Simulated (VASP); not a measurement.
Here is a VASP 6.6.1 calculation.

File INCAR:

```
  ALGO = Normal
  EDIFF = 1E-7
  EDIFFG = -0.005
  ENCUT = 600
  GGA = RP
  IBRION = 2
  ISIF = 3
  ISMEAR = 0
  KPAR = 2
  LASPH = True
  LCHARG = False
  LREAL = False
  LWAVE = False
  NELM = 80
  NSW = 90
  PREC = Accurate
  SIGMA = 0.03
```

Contents of KPOINTS:

```
k-points
0
Gamma
  6 6 4
```

POSCAR

```
BaMgSbF                                 
1.0
    4.6729181727      0.0000000000      0.0000000000
    0.0000000000      4.6729181727      0.0000000000
    0.0000000000      0.0000000000     10.2611879603
  Ba              Sb              Mg              F             
     2     2     2     2
Direct
     0.5000000000000000    0.0000000000000000    0.1432674519850298
     0.0000000000000000    0.5000000000000000    0.8567325480149700
     0.5000000000000000    0.0000000000000000    0.6716609127623966
     0.0000000000000000    0.5000000000000000    0.3283390872376035
     0.5000000000000000    0.5000000000000000    0.5000000000000000
     1.0000000000000000    0.0000000000000000    0.5000000000000000
     0.5000000000000000    0.5000000000000000    0.0000000000000000
     1.0000000000000000    1.0000000000000000    0.0000000000000000
```

Potentials or basis: VASP PAW PBE potentials, release 64 (Ba_sv, Sb, Mg, F).

Command:

```sh
$ cat potpaw_PBE.64/Ba_sv/POTCAR potpaw_PBE.64/Sb/POTCAR potpaw_PBE.64/Mg/POTCAR potpaw_PBE.64/F/POTCAR > POTCAR
$ mpirun -np 2 vasp_std > vasp.out
```

Question: Estimate the band gap on the k mesh.

Answer: 1.30 eV, direct.

Question: What does it give for the space group after relaxing (to 0.05 Å)?

Answer: P4/nmm (No. 129).

Forces on the atoms (eV/Å):
```
Ba   0.000  0.000  0.000
Ba   0.000  0.000  0.000
Sb   0.000  0.000 -0.002
Sb   0.000  0.000  0.002
Mg   0.000  0.000  0.000
Mg   0.000  0.000  0.000
F    0.000  0.000  0.000
F    0.000  0.000  0.000
```

Caveat: the PAW data sets were made with another functional, which shifts forces and pressure a little; spin-orbit coupling is left out, which moves the levels of the heavy elements. A k mesh can miss the band edges.
